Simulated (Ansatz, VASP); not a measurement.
## TaAl (TaAl in the B2 ordering): VASP beside Ansatz

Aim: how closely do two programs agree when they are given the same cell, functional and k mesh? The cell is generated by rule, not measured, and may not be a known phase. The cell is taken from a series of runs on this material, whose earlier steps may have relaxed, scaled, displaced or heated it; both programs get it as it stands.

Method: plane waves, with VASP 6.6.1 beside it; relaxation of cell and atoms at PBEsol and zone-centre phonons at PBEsol, in Ansatz 0.2.0.

The structure was built from a prototype and need not be the compound's stable phase.

## 1. Starting point

The structure is cubic, space group Pm-3m (No. 221). The conventional cell has a = 3.195 Å, b = 3.195 Å, c = 3.195 Å, α = 90.00°, β = 90.00°, γ = 90.00°. Nearest to Al lie 8 Ta at 2.77 Å. Nearest to Ta lie 8 Al at 2.77 Å. Farther neighbours are not listed.

## 2. VASP: relaxation of cell and atoms, PBEsol

The relaxed volume is the usual yardstick between codes: in a stiff, nearly cubic crystal its relative difference is about their pressure difference at one cell divided by the bulk modulus.

Lines of VASP's logs that name or quote its potential files are left out, and so is its time.

File INCAR:

```
SYSTEM = TaAl
PREC = Accurate
ENCUT = 500
EDIFF = 1E-07
NELM = 120
ISMEAR = 0
SIGMA = 0.1
LREAL = .FALSE.
ALGO = Normal
GGA = PS
NBANDS = 13
LASPH = .TRUE.
LORBIT = 11
LWAVE = .FALSE.
LCHARG = .FALSE.
ISIF = 3
IBRION = 2
NSW = 80
EDIFFG = -0.005
GGA_COMPAT = .FALSE.
NELMIN = 4
```

File POSCAR:

```
TaAl
1.0
    3.1948780000      0.0000000000      0.0000000000
    0.0000000000      3.1948780000      0.0000000000
    0.0000000000      0.0000000000      3.1948780000
Al Ta
1 1
Direct
    0.0000000000      0.0000000000      0.0000000000
    0.5000000000      0.5000000000      0.5000000000
```

File KPOINTS:

```
Automatic mesh
0
Gamma
10 10 10
0 0 0
```

The projector-augmented-wave data sets are Al and Ta_pv (PBE family, release 64).

Run with:

```bash
$ mpirun -np 1 vasp_std
```

Numbers of over 12 decimals in the logs are rounded to 6 here.

The log of the run:

```text
[banner, memory and clock lines left out]
running    1 mpi-ranks, on    1 nodes
 distrk:  each k-point on    1 cores,    1 groups
 distr:  one band on    1 cores,    1 groups

 POSCAR found type information on POSCAR AlTa
 POSCAR found :  2 types and       2 ions
|                                                                             |
|               ----> ADVICE to this user running VASP <----                  |
|                                                                             |
|     You enforced a specific xc type in the INCAR file but a different       |
|     [... a line on the potential file left out ...]
|     I HOPE YOU KNOW WHAT YOU ARE DOING!                                     |
|                                                                             |

 LDA part: xc-table for (Slater+PW92), standard interpolation
 POSCAR, INCAR and KPOINTS ok, starting setup
 FFT: planning ... GRIDC
 FFT: planning ... GRID_SOFT
 FFT: planning ... GRID
 WAVECAR not read
 entering main loop
       N       E                     dE             d eps       ncg     rms          rms(c)
DAV:   1     0.657166901571E+02    0.65717E+02   -0.71744E+03  1464   0.954E+02
DAV:   2    -0.155329527242E+02   -0.81250E+02   -0.78253E+02  1701   0.246E+02
DAV:   3    -0.171932908743E+02   -0.16603E+01   -0.16206E+01  1871   0.318E+01
DAV:   4    -0.172096538434E+02   -0.16363E-01   -0.16344E-01  1614   0.340E+00
DAV:   5    -0.172098951816E+02   -0.24134E-03   -0.24134E-03  1846   0.430E-01    0.136E+01
DAV:   6    -0.165497178303E+02    0.66018E+00   -0.99795E-01  1586   0.893E+00    0.580E+00
DAV:   7    -0.164615487356E+02    0.88169E-01   -0.19207E-01  1716   0.380E+00    0.136E+00
DAV:   8    -0.164503387105E+02    0.11210E-01   -0.10482E-02  1631   0.610E-01    0.274E-01
DAV:   9    -0.164501096944E+02    0.22902E-03   -0.29641E-04  1836   0.131E-01    0.127E-01
DAV:  10    -0.164501082286E+02    0.14658E-05   -0.20039E-05  1691   0.473E-02    0.508E-03
DAV:  11    -0.164501077301E+02    0.49846E-06   -0.31363E-06  1711   0.114E-02    0.266E-03
DAV:  12    -0.164501070645E+02    0.66560E-06   -0.37680E-07  1676   0.620E-03    0.348E-04
DAV:  13    -0.164501070594E+02    0.51416E-08   -0.65302E-09   828   0.700E-04
   1 F= -.16450107E+02 E0= -.16445041E+02  d E =-.164501E+02
 curvature:   0.00 expect dE= 0.000E+00 dE for cont linesearch  0.000E+00
 trial: gam= 0.00000 g(F)=  0.000E+00 g(S)=  0.475E-03 ort = 0.000E+00 (trialstep = 0.100E+01)
 search vector abs. value=  0.475E-03
 bond charge predicted
       N       E                     dE             d eps       ncg     rms          rms(c)
DAV:   1    -0.164526998421E+02   -0.25928E-02   -0.70080E-02  1501   0.300E+00    0.423E-01
DAV:   2    -0.164502861903E+02    0.24137E-02   -0.40974E-03  1496   0.634E-01    0.114E-01
DAV:   3    -0.164500325326E+02    0.25366E-03   -0.68613E-04  1711   0.247E-01    0.418E-02
DAV:   4    -0.164500088131E+02    0.23720E-04   -0.63195E-05  1676   0.635E-02    0.115E-02
DAV:   5    -0.164500087214E+02    0.91617E-07   -0.42417E-06  1825   0.210E-02    0.798E-03
DAV:   6    -0.164500083921E+02    0.32930E-06   -0.27023E-07  1656   0.480E-03    0.744E-04
DAV:   7    -0.164500084116E+02   -0.19443E-07   -0.96048E-09   813   0.851E-04
   2 F= -.16450008E+02 E0= -.16444922E+02  d E =0.986478E-04
 trial-energy change:    0.000099  1 .order    0.000092   -0.000475    0.000659
 step:   0.4103(harm=  0.4188)  dis= 0.00000  next Energy=   -16.450204 (dE=-0.970E-04)
 bond charge predicted
       N       E                     dE             d eps       ncg     rms          rms(c)
DAV:   1    -0.164511324137E+02   -0.11240E-02   -0.24267E-02  1491   0.176E+00    0.249E-01
DAV:   2    -0.164502978550E+02    0.83456E-03   -0.13991E-03  1486   0.373E-01    0.675E-02
DAV:   3    -0.164502090865E+02    0.88769E-04   -0.24183E-04  1701   0.147E-01    0.249E-02
DAV:   4    -0.164502027452E+02    0.63413E-05   -0.21876E-05  1666   0.372E-02    0.671E-03
DAV:   5    -0.164502034631E+02   -0.71792E-06   -0.15700E-06  1799   0.128E-02    0.477E-03
DAV:   6    -0.164502037558E+02   -0.29275E-06   -0.95949E-08  1118   0.300E-03    0.423E-04
DAV:   7    -0.164502037403E+02    0.15503E-07   -0.94572E-09   763   0.888E-04
   3 F= -.16450204E+02 E0= -.16445130E+02  d E =-.966809E-04
 curvature:  -0.21 expect dE=-0.190E-07 dE for cont linesearch -0.190E-07
 trial: gam=-0.01362 g(F)=  0.488E-67 g(S)=  0.905E-07 ort = 0.656E-05 (trialstep = 0.882E+00)
 search vector abs. value=  0.117E-09
 reached required accuracy - stopping structural energy minimisation
```

Parts of OUTCAR (step 2):

```text
ion  position               nearest neighbor table
   1  0.000  0.000  0.000-   2 2.77   2 2.77   2 2.77   2 2.77   2 2.77   2 2.77   2 2.77   2 2.77

  LATTYP: Found a simple cubic cell.
 ALAT       =     3.1948780000

 Subroutine GETGRP returns: Found 48 space group operations
 (whereof 48 operations were pure point group operations)

The static configuration has the point symmetry O_h .

 Found     56 irreducible k-points:

   k-points           NKPTS =     56   k-points in BZ     NKDIM =     56   number of bands    NBANDS=     13

   dimension x,y,z NGX =    24 NGY =   24 NGZ =   24
   dimension x,y,z NGXF=    48 NGYF=   48 NGZF=   48

   ENCUT  =  500.0 eV  36.75 Ry    6.06 a.u.   5.82  5.82  5.82*2*pi/ulx,y,z

   NELECT =      14.0000    total number of electrons

 k-points in reciprocal lattice and weights: Automatic mesh
   0.00000000  0.00000000  0.00000000       0.001
   0.10000000  0.00000000  0.00000000       0.006
   0.20000000  0.00000000  0.00000000       0.006
   0.30000000  0.00000000  0.00000000       0.006
   0.40000000  0.00000000  0.00000000       0.006
   0.50000000  0.00000000  0.00000000       0.003
   0.10000000  0.10000000  0.00000000       0.012
   0.20000000  0.10000000  0.00000000       0.024
   0.30000000  0.10000000  0.00000000       0.024
[...]
0.50000000  0.50000000  0.40000000       0.006
   0.50000000  0.50000000  0.50000000       0.001

 average (electrostatic) potential at core
       1 -72.3238       2 -35.0613

 E-fermi :   7.2694

 k-point     1 :       0.0000    0.0000    0.0000
  band No.  band energies     occupation
    ...
      2     -26.8939      2.00000
      3     -26.8939      2.00000
      4      -2.8934      2.00000
      5       4.6325      2.00000
      6       4.6325      2.00000
      7       9.8827      0.00000
      8       9.8827      0.00000
      9       9.8827      0.00000
     10      11.5466      0.00000
     11      11.5466      0.00000
    ...

 k-point     2 :       0.1000    0.0000    0.0000
  band No.  band energies     occupation
    ...
      2     -26.8913      2.00000
      3     -26.8913      2.00000
      4      -2.7055      2.00000
      5       4.6341      2.00000
      6       4.7184      2.00000
      7       9.2493      0.00000
      8       9.2493      0.00000
      9       9.9244      0.00000
     10      11.0314      0.00000
     11      12.2667      0.00000
    ...

 k-point     3 :       0.2000    0.0000    0.0000
  band No.  band energies     occupation
    ...
      2     -26.8846      2.00000
      3     -26.8846      2.00000
      4      -2.1605      2.00000
      5       4.4354      2.00000
      6       4.9594      2.00000
      7       8.3170      0.00000
      8       8.3170      0.00000
      9      10.0367      0.00000
     10      10.3653      0.00000
     11      13.4700      0.00000
    ...

  Total        0.0011185      0.0011185      0.0011185      0.0000000      0.0000000      0.0000000
  in kB        0.0548191      0.0548191      0.0548191      0.0000000      0.0000000      0.0000000
  external PRESSURE =       0.0548191 kB  Pullay stress =       0.0000000 kB

  energy-cutoff  :      500.00
  volume of cell :       32.69
      direct lattice vectors                 reciprocal lattice vectors
     3.197439592  0.000000000  0.000000000     0.312750240 -0.000000000  0.000000000
     0.000000000  3.197439592  0.000000000    -0.000000000  0.312750240  0.000000000
    -0.000000000 -0.000000000  3.197439592    -0.000000000 -0.000000000  0.312750240

 POSITION                                       TOTAL-FORCE (eV/Angst)
 -----------------------------------------------------------------------------------
      0.00000      0.00000      0.00000         0.000000      0.000000      0.000000
      1.59872      1.59872      1.59872        -0.000000     -0.000000      0.000000
 -----------------------------------------------------------------------------------
    total drift:                                0.000000     -0.000000     -0.000000

  FREE ENERGIE OF THE ION-ELECTRON SYSTEM (eV)
  ---------------------------------------------------
  free  energy   TOTEN  =       -16.4502037403 eV

  energy  without entropy=      -16.4400555977  energy(sigma->0) =      -16.44512967

 reached required accuracy - stopping structural energy minimisation

 total charge
# of ion       s       p       d       tot
------------------------------------------
    1        0.410   0.426   0.000   0.835
    2        0.343   6.141   2.409   8.893
--------------------------------------------------
tot          0.753   6.566   2.409   9.728

[... 3 further parts left out ...]
```

CONTCAR:

```
TaAl
   1.00000000000000
     3.1974395921654568    0.0000000000000000    0.0000000000000000
     0.0000000000000000    3.1974395921654568    0.0000000000000000
    -0.0000000000000000   -0.0000000000000000    3.1974395921654568
  Al              Ta
     1     1
Direct
     0.0000000000000000    0.0000000000000000    0.0000000000000000
     0.5000000000000000    0.5000000000000000    0.5000000000000000
```

The run keeps the 48 symmetry operations of its start, so it cannot find a distortion of lower symmetry.

## 3. Ansatz: relaxation of cell and atoms, PBEsol

Ansatz runs on its default PAW (the set named soft_2) files.

The same cell, functional, mesh and smearing now go to Ansatz, which takes its cutoff from its data sets.

File input.yaml:

```yaml
crystal:
  lattice:
    - [3.1948780931, 0.0, 0.0]
    - [0.0, 3.1948780931, 0.0]
    - [0.0, 0.0, 3.1948780931]
  atoms:
    - { symbol: Al, position: [0.0, 0.0, 0.0] }
    - { symbol: Ta, position: [0.5, 0.5, 0.5] }
kpoints:
  mp_grid: { grid: [10, 10, 10] }
hamiltonian:
  xc: pbesol
scf:
  occupations: { method: gaussian, width: 0.1 }
output:
  forces: true
  stress: true
  eigenvalues: true
  write_density: true
  write_potential: true
  elf: true
  volumetric_format: npy
relax:
  adjacent_minimum: "off"
  f_tol: 0.005
  max_steps: 80
  cell: { stress_tol: 0.05 }
```

Run with:

```bash
$ ansatz run input.yaml --threads 4 --pin off --max-ram 8192MiB --backend cpu --events-out ev --progress --plain --runs-dir out
```

The log of the run:

```text
Engine: ansatz 0.2.0, aarch64-unknown-linux-gnu
Pseudopotentials: kind: paw
Pseudopotential: Al, paw, valence charge 3, recommended cutoff 420 eV (normal), Al.paw.azcp
Pseudopotential: Ta, paw, valence charge 13, recommended cutoff 420 eV (normal), Ta.paw.azcp
Functional definition: PBEsol
  exchange = pbesol_x
  correlation = pbesol_c
Crystal: 2 atoms, lattice volume = 32.611 Å³
Basis set: ecut = 420 eV, 619 PW (Γ), exchange–correlation on 48×48×48 points (8 copies of the dense FFT grid, shifted against one another)
Bands: 12, of which v1, the nominal top of the filled ones, is band 8 counted from 1 (7 counted from 0)
Symmetry: 48 space group operations
Space group: Pm-3m (ITA 221), of the structure as read, at distance tolerance 3.2e-5 Å
k-points: 56 of 1000
Non-local potential: Al, projectors of the file, l = 0: 2, l = 1: 2, l = 2: 1
Non-local potential: Ta, projectors of the file, l = 0: 3, l = 1: 2, l = 2: 2, l = 3: 1
PAW form: soft (Blöchl's): semilocal exchange-correlation on the pseudo side does not see the compensation charge
PAW frozen core: Al, regenerated for the run's functional, and the local potential with it (the file was generated under x = pbe(κ = 0.804, μ = 0.219515), c = pbe(β = 0.066725))
PAW frozen core: Ta, regenerated for the run's functional, and the local potential with it (the file was generated under x = pbe(κ = 0.804, μ = 0.219515), c = pbe(β = 0.066725))
PAW one-centre angular grid: Al, 110 points (default); XC on 64 Gauss nodes
PAW one-centre angular grid: Ta, 590 points (default); XC on 64 Gauss nodes
Initial density: superposition of atomic densities (neutral atoms: chi_scale 0, normalization atom), corrected by the library's trained network
Initial wavefunctions: pseudopotential atomic-orbital guess
Functional: x = pbesol(κ = 0.804, μ = 0.123457), c = pbesol(β = 0.046)
SCF iter   1: F=—  HF=-10330.873849 eV  |F-HF|=—  |Δ(HF+E_count)|=         —  Δρ=9.38e-3  dr2=5.71e-2  ethr=1.77e-3  ⟨swp⟩=5.2  Hψ=3874  notcnv=0
preconditioner: auto → none  [metal: Δε(μ)=0.041 eV  Ē_g=6.415 eV  σ=0.100 eV  W_gap=0.23  n_scr=6 (ndim 8)  ℏωp=18.4 eV  f_vac=0.000  D(μ)=1.91/eV (n_scr^D=18)  sad-step TF]
SCF iter   2: F=—  HF=-10330.859580 eV  |F-HF|=—  |Δ(HF+E_count)|=   1.43e-2  Δρ=4.99e-3  dr2=1.58e-2  ethr=3.57e-4  ⟨swp⟩=1.0  Hψ=1120  notcnv=0
SCF iter   3: F=—  HF=-10330.854020 eV  |F-HF|=—  |Δ(HF+E_count)|=   5.56e-3  Δρ=3.39e-4  dr2=5.23e-5  ethr=9.89e-5  ⟨swp⟩=2.0  Hψ=880  notcnv=0
SCF iter   4: F=—  HF=-10330.854017 eV  |F-HF|=—  |Δ(HF+E_count)|=   2.36e-6  Δρ=1.31e-4  dr2=8.94e-6  ethr=3.27e-7  ⟨swp⟩=2.8  Hψ=1143  notcnv=0
SCF iter   5: F=—  HF=-10330.854014 eV  |F-HF|=—  |Δ(HF+E_count)|=   3.25e-6  Δρ=2.42e-5  dr2=2.65e-7  ethr=5.59e-8  ⟨swp⟩=2.4  Hψ=972  notcnv=0
SCF iter   6: F=-10330.854014 eV  HF=-10330.854014 eV  |F-HF|=2.20e-9  |Δ(HF+E_count)|=   9.30e-8  Δρ=2.50e-6  dr2=2.59e-9  ethr=6.25e-10  ⟨swp⟩=9.7  Hψ=4407  notcnv=0
SCF 1 converged in 6 iterations: F = -10330.854014 eV  dr2 = 2.59e-9
  greatest PAW one-centre occupation: 1.000 electrons in one spin orbital (limit 2), on the Ta atom at site 1 (counted from 0), in its partial waves of l = 0
relax step   1: F+E_penalty+E_count = -10330.85401409 eV  Δ(F+E_penalty+E_count) = +0.000e0 eV  max|allowed force component| = 1.328e-29 eV/Å  Δτ_max = 0.0000 Å  P = +0.240 GPa  Ω = 32.611 Å³  (6 SCF iters, dr2 threshold 1.00e-7 eV, accepted)
[...]
relax step   2: F+E_penalty+E_count = -10330.85395243 eV  Δ(F+E_penalty+E_count) = +6.165e-5 eV  max|allowed force component| = 1.594e-30 eV/Å  Δτ_max = 0.0000 Å  P = -0.308 GPa  Ω = 32.722 Å³  energy of the carried Pulay correction = -3.762e-5 eV  (4 SCF iters, dr2 threshold 1.45e-7 eV, rejected (line search))
[...]
relax step   3: F+E_penalty+E_count = -10330.85403377 eV  Δ(F+E_penalty+E_count) = -1.969e-5 eV  max|allowed force component| = 1.044e-30 eV/Å  Δτ_max = 0.0000 Å  P = -0.001 GPa  Ω = 32.659 Å³  energy of the carried Pulay correction = -1.646e-5 eV  (5 SCF iters, accepted)
[...]
relax step   4: F+E_penalty+E_count = -10330.85404933 eV  Δ(F+E_penalty+E_count) = -1.556e-5 eV  max|allowed force component| = 1.627e-30 eV/Å  Δτ_max = 0.0000 Å  P = +0.000 GPa  Ω = 32.659 Å³  stress off target by 9.64e-5 GPa  SCF on the basis re-selected at this cell (its energy is not comparable with the rows above)  (4 SCF iters)
basis re-selected at this cell: Δ(F+E_penalty+E_count) = -1.556e-5 eV, ΔP = +0.001 GPa vs the last step (what re-selecting the basis moved, of the pressure what is left beyond the Pulay correction that the steps carried, after the strain that the cell walked since its last selection, with what the two solves' SCF thresholds leave and, on support functions, any second-order correction that the steps lacked; it is no m [...]
SCF converged after 4 iterations
Free energy (F): -10330.854049 eV
Harris-Foulkes:  -10330.854049 eV  (|F-HF|=1.09e-11)
Internal energy: -10330.843868 eV  (E = F + TS)
E sigma→0 (E₀):  -10330.848959 eV
Entropy (-TS):   -0.010182 eV (-5.091 meV/atom)
Fermi energy:    14.507204 eV
--- Per-component energies (eV) ---
  E_band       = -135.777988
  E_kinetic    = 390.765004
  E_local      = -772.079913  (includes V_loc(G=0)·N_el)
  E_nonlocal   = 28.153269
  E_hartree    = 285.050996
  E_xc         = -256.936740
  E_vxc        = -233.663955  (∫ρ·V_xc dr)
  E_paw        = -8727.568081  (= ΣΔE_a)
  E_vpaw       = -119.054524  (= ΣTr[D̂ρ^β])
  E_aug_tail   = 0.000133  (compensation charges beyond the density's cutoff)
  E_ewald      = -1278.461320
  E_core_change = 0.232785  (= ΣΔE_core)
  E_smearing   = -0.010182  (= −TS)
  E_closure    = -0.000000  (closes the sum)
  Σ components = -10330.854049   (vs F -10330.854049, Δ=0.00e0)
--- Forces (eV/Å), atoms counted from 1 ---
  atom   1  Al     0.00000000    -0.00000000     0.00000000
  atom   2  Ta    -0.00000000    -0.00000000    -0.00000000
  max |Σ_I F_I| component: 3.06e-30 eV/Å
--- Stress (GPa, compression-positive) ---
        0.000096      -0.000000       0.000000
       -0.000000       0.000096      -0.000000
        0.000000      -0.000000       0.000096
  P = ⅓ Tr σ = 0.0001 GPa (0.001 kbar)
--- Band table (eV; the first three rows and the last of 56) ---
  k-point 0: bands = [... 4 lower, 4.3514, 11.8661, 11.8661, 17.1252, 17.1252, 17.1252, 18.7701, 18.7701]
  k-point 1: bands = [... 4 lower, 4.5386, 11.8677, 11.9521, 16.4888, 16.4888, 17.1671, 18.2580, 19.4914]
  k-point 2: bands = [... 4 lower, 5.0820, 11.6693, 12.1934, 15.5551, 15.5551, 17.2801, 17.5965, 20.6901]
  k-point 55: bands = [... 4 lower, 10.2410, 10.2410, 10.2410, 14.6439, 17.8101, 17.8101, 17.8101, 19.4283]
--- Relaxed structure (3 steps of the walk, 2 accepted, 1 SCFs on fresh bases) ---
  F+E_penalty+E_count = -10330.85404933 eV   max|allowed force component| = 1.627e-30 eV/Å   (the final SCF, on the basis selected at the relaxed cell)
  cell:  # Å, volume = 32.6593 Å³
    - [3.196457, 0.0, 0]
    - [0, 3.196457, 0.0]
    - [0.0, 0.0, 3.196457]
  atoms:
    - { symbol: Al, position: [0, 0, 0] }
    - { symbol: Ta, position: [0.5, 0.5, 0.5] }
```

In the SCF lines HF is the Harris–Foulkes energy and dr2 the Hartree energy of the density residual, in eV; the loop may stop once dr2 is under the threshold and the program's other checks hold. Hψ counts applications of the Hamiltonian.

## 4. Differences

Known differences besides the potentials themselves: the data sets hold 16 valence electrons in Ansatz (on its default PAW (the set named soft_2) files) and 14 in VASP; the cutoff is 420 eV in Ansatz and 500 eV in VASP; Ansatz makes its cores anew for this functional, VASP keeps those of its PBE data sets; Ansatz adds a Pulay correction to the stress that steers its cell, VASP none. Total energies have different zeros and are not compared.

Both answers:

| quantity | Ansatz | VASP | difference |
| --- | --- | --- | --- |
| volume (Å³) | 32.66 | 32.69 | -0.09 % |
| edge a after relaxation, in the typed setting (Å) | 3.196 | 3.197 | -0.03 % |

[end of part 1 of 2]

[Lines on the potential files, build, host, timing and source positions are cut from VASP's logs without a mark.]

[Logs are printed without paths, hosts, clocks, repeated set-up lines and the standing remarks that a program may print on its own settings, such as how far it seeks lower states.]

[Hosts, paths, dates, database ids (printed as entryN), source tags and the programs' standing remarks are cut or masked in the printed files.]
